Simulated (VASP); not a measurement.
Output of a VASP run:

OSZICAR:
```
       N       E                     dE             d eps       ncg     rms          rms(c)
DAV:   1     0.265041645247E+03    0.26504E+03   -0.27750E+04  2560   0.120E+03
DAV:   2    -0.114748348899E+03   -0.37979E+03   -0.36582E+03  3336   0.271E+02
DAV:   3    -0.135262387102E+03   -0.20514E+02   -0.20408E+02  3072   0.721E+01
DAV:   4    -0.135627741166E+03   -0.36535E+00   -0.36434E+00  3240   0.988E+00
DAV:   5    -0.135635352834E+03   -0.76117E-02   -0.76081E-02  3000   0.141E+00    0.295E+01
DAV:   6    -0.119768255912E+03    0.15867E+02   -0.62310E+01  3024   0.320E+01    0.136E+01
DAV:   7    -0.119485619297E+03    0.28264E+00   -0.28799E+00  3304   0.710E+00    0.652E+00
DAV:   8    -0.119379542433E+03    0.10608E+00   -0.18933E-01  3048   0.221E+00    0.188E+00
DAV:   9    -0.119369262552E+03    0.10280E-01   -0.34769E-02  3072   0.987E-01    0.317E-01
DAV:  10    -0.119370657969E+03   -0.13954E-02   -0.31915E-03  3104   0.303E-01    0.166E-01
DAV:  11    -0.119371173678E+03   -0.51571E-03   -0.76664E-04  3072   0.146E-01    0.408E-02
DAV:  12    -0.119371227226E+03   -0.53548E-04   -0.74528E-05  3144   0.507E-02    0.174E-02
DAV:  13    -0.119371254303E+03   -0.27077E-04   -0.38117E-05  3088   0.319E-02    0.807E-03
DAV:  14    -0.119371261005E+03   -0.67020E-05   -0.74275E-06  3096   0.149E-02    0.400E-03
DAV:  15    -0.119371264066E+03   -0.30611E-05   -0.30606E-06  2584   0.787E-03    0.243E-03
DAV:  16    -0.119371264403E+03   -0.33706E-06   -0.42409E-07  2056   0.361E-03
   1 F= -.11937126E+03 E0= -.11937126E+03  d E =-.212354E-21
```

**OUTCAR**
```
------------------------ aborting loop because EDIFF is reached ----------------------------------------
  FORCE on cell =-STRESS in cart. coord.  units (eV):
  Direction    XX          YY          ZZ          XY          YZ          ZX
  --------------------------------------------------------------------------------------
  Total       -0.8755268      0.7376585      1.8148690     -2.3674921      0.9707126      0.7132344
  in kB       -9.6411195      8.1229419     19.9849601    -26.0703311     10.6892851      7.8539885
  external PRESSURE =       6.1555942 kB  Pullay stress =       0.0000000 kB
  volume of cell :      145.50
      direct lattice vectors                 reciprocal lattice vectors
     7.604540000  0.000000000  0.000000000     0.131500393  0.075921785  0.000000000
    -3.802270000  6.585725000  0.000000000     0.000000000  0.151843571  0.000000000
     0.000000000  0.000000000  2.905200000     0.000000000  0.000000000  0.344210381
 POSITION                                       TOTAL-FORCE (eV/Angst)
 -----------------------------------------------------------------------------------
     -1.40284      5.47091      2.16474         0.931609     -1.393084      0.030531
      5.10930      1.16764      0.69662         3.838802     -0.477992      2.733825
      2.20270      1.46992      0.72698        -0.727761      1.053301      1.200955
      1.59141      5.07339      2.15851        -0.902039     -0.084121     -0.356077
     -0.18705      2.71896      2.15377         0.283719     -0.158964      1.650398
      4.01363      3.91995      0.64686        -1.022706     -1.166042      2.547655
     -0.02238      4.43737      2.20562         0.641325     -0.166029     -0.344708
      3.77881      2.11874      0.72949        -0.482379      3.319849     -0.068514
      4.85134      4.39485      2.20028        -0.575870      0.070837     -2.434618
     -0.94131      2.21581      0.75270        -2.633559     -1.359613     -1.445723
     -1.38779      6.36623      0.71005        -0.493780      0.329756      0.343153
      5.22686      0.18612      2.27844        -0.118894      0.467859     -3.202824
      1.39926      1.95949      2.23194        -0.394213      0.203807     -1.644759
      2.38395      4.60070      0.68041         1.655745     -0.639564      0.990705
 -----------------------------------------------------------------------------------
    total drift:                                0.000323      0.004532      0.001486
  FREE ENERGIE OF THE ION-ELECTRON SYSTEM (eV)
  ---------------------------------------------------
  free  energy   TOTEN  =      -119.3712644030 eV

  energy  without entropy=     -119.3712644030  energy(sigma->0) =     -119.37126440
```
(Selected blocks of OUTCAR.)

### POSCAR
```
Si3N4
1
    7.6045400000     0.0000000000     0.0000000000
   -3.8022700000     6.5857250000     0.0000000000
    0.0000000000     0.0000000000     2.9052000000
Si N
6 8
Direct
  0.2308880000   0.8307230000   0.7451250000
  0.7605250000   0.1772990000   0.2397850000
  0.4012550000   0.2231980000   0.2502350000
  0.5944520000   0.7703610000   0.7429810000
  0.1818310000   0.4128560000   0.7413510000
  0.8254040000   0.5952190000   0.2226550000
  0.3339500000   0.6737860000   0.7591980000
  0.6577730000   0.3217170000   0.2510980000
  0.9716180000   0.6673300000   0.7573580000
  0.0444450000   0.3364560000   0.2590870000
  0.3008410000   0.9666710000   0.2444050000
  0.7014640000   0.0282610000   0.7842640000
  0.3327710000   0.2975360000   0.7682570000
  0.6627840000   0.6985870000   0.2342030000
```

Q: Write an INCAR and KPOINTS that could have produced this output.

A: Several could match; the one computed here: the input of the run itself, PBEsol GGA, plane waves, VASP's PBE PAW potentials (set 64).

**KPOINTS**
```
Automatic mesh
0
Gamma
3 3 7
0 0 0
```

**INCAR**
```
SYSTEM = Si3N4
PREC = Accurate
ENCUT = 400
EDIFF = 1E-6
NELM = 100
ALGO = Normal
LREAL = Auto
LASPH = .TRUE.
ISMEAR = 0
SIGMA = 0.02
GGA = PS
LWAVE = .FALSE.
LCHARG = .FALSE.
ISIF = 2
```

POTCAR, in this order: Si N (PBE.64 set). Program: vasp_std.

At this cut-off the stress carries a Pulay error, which pulls relaxed volumes low.

The structure comes from a computed database's Si3N4 entry; how it stands against other phases isn't given here. The cell was not relaxed at this level.
